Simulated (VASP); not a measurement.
A run of VASP 6.6.1:

POSCAR

```
MgAlSb5
1.0
    0.0964272000     -0.0058636300      4.4681871100
    4.7201779400     -3.9404201600      2.3380639800
    4.4346241300      3.7159254400     -2.1402564700
Mg Al Sb
1 1 5
Direct
    0.9825140000      0.0337260000      0.9605130000
    0.9778960000      0.5121310000      0.5114320000
    0.0501460000      0.7183470000      0.7488870000
    0.9738990000      0.2579720000      0.2418550000
    0.4438810000      0.4954310000      0.4608340000
    0.7499230000      0.7874310000      0.2526720000
    0.1668370000      0.2296030000      0.7535710000
```

File INCAR.step1:

```
ALGO = Normal
EDIFF = 1E-4
ENCUT = 520
GGA = PE
ISMEAR = -1
LASPH = True
LCHARG = False
LREAL = False
LWAVE = True
NBANDS = 24
NELM = 100
PREC = Accurate
SIGMA = 0.1
```

The input INCAR.step2:

```
ALGO = Normal
EDIFF = 1E-6
ENCUT = 520
ISIF = 2
ISMEAR = -1
ISTART = 1
LASPH = True
LCHARG = False
LMIXTAU = True
LREAL = False
LWAVE = False
METAGGA = R2SCAN
NBANDS = 24
NELM = 100
PREC = Accurate
SIGMA = 0.1
```

File KPOINTS:

```
Automatic mesh
0
Gamma
  5 3 3
  0 0.5 0
```

Potentials or basis: VASP PAW PBE potentials, release 64 (Mg, Al, Sb).

The run is started by

```bash
$ cat potpaw_PBE.64/Mg/POTCAR potpaw_PBE.64/Al/POTCAR potpaw_PBE.64/Sb/POTCAR > POTCAR
$ cp INCAR.step1 INCAR
$ mpirun -np 1 vasp_std > vasp.out
$ cp INCAR.step2 INCAR
$ mpirun -np 1 vasp_std > vasp.out
```

Hardware: 1 thread of Intel(R) Xeon(R) Platinum 8375C CPU @ 2.90GHz (Ice Lake) (shared host).

Question: Estimate the wall time of this run.

Answer: It took 4.7 min on 1 thread of Intel(R) Xeon(R) Platinum 8375C CPU @ 2.90GHz (Ice Lake), on a shared host, peak memory 0.35 GiB. Counts: scf iterations 9, k points 23.
